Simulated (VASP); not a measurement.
# GeSe5: single point with LDA

Crystal: GeSe5.

```xyz
12
Lattice="3.6876 6.4656 0.0191 -3.4880 6.3504 -0.2520 0.2900 -0.1438 7.9664" Properties=species:S:1:pos:R:3 pbc="T T T"
Se    0.3102    4.3523    4.2457
Se    0.2682    8.5216    0.1013
Se    0.3561    4.0960    7.5801
Se    0.3816    8.6006    3.4980
Se    0.0559    1.9356    1.9107
Se    2.2767    7.3576    5.7909
Se    2.0318    5.4257    1.9454
Se    0.4575   10.6200    5.7618
Se   -1.6955    5.3649    1.8292
Se   -1.6805    7.3157    5.8391
Ge    0.1500    4.1529    1.9615
Ge    0.3167    8.2946    5.6744
```

The cell was built by a generator and needn't be a form met in nature.

- Program: VASP 6.6.1
- Task: single point
- Functional: LDA
- Potentials or basis: VASP PAW LDA potentials, release 64 (Se, Ge_d)
- Cutoff: 520 eV
- k mesh: 3 × 3 × 3, shifted
- Occupations: fermi-dirac, width 0.1 eV
- Spin: no spin polarisation
- Dipole correction: no
- Charge: -2
- Further INCAR settings: ALGO = Fast; EDIFF = 1e-06; NBANDS = 56; NELECT = 90.0

```json
{
  "Largest force": "3.554 eV/Å",
  "Band gap on the k mesh": "none (metal or under the smearing width)"
}
```

Forces in eV/Å, atoms in the order of the input:
```
Se   0.544  0.504  2.057
Se   0.522 -0.071  1.231
Se  -0.390  0.151 -1.736
Se   0.163  0.992 -3.409
Se  -0.059 -1.774 -0.135
Se   2.139 -1.178  0.857
Se   0.906  0.509  0.484
Se  -0.014  0.520 -0.289
Se  -1.504  0.937 -0.765
Se  -1.503 -0.678  0.300
Ge   0.497 -0.396  0.048
Ge  -1.301  0.483  1.356
```

Levels at points of the mesh, in eV from the Fermi level:
```csv
k point,band 43,band 44,band 45,band 46,band 47,band 48
"(0.00, 0.50, 0.00)",-0.47,-0.23,-0.16,-0.03,0.17,0.31
```

It took 3.8 min on 1 thread of Intel(R) Xeon(R) 6975P-C (Granite Rapids) (shared host), peak memory 0.45 GiB.

Caveat: the cell carries a net charge on a neutralising background, which shifts energy and pressure; the cell is charged against a uniform background, so pressure and absolute levels hang on convention; forces of over 1 eV/Å show positions far from the minimum, so gaps and moduli don't describe the material at rest.
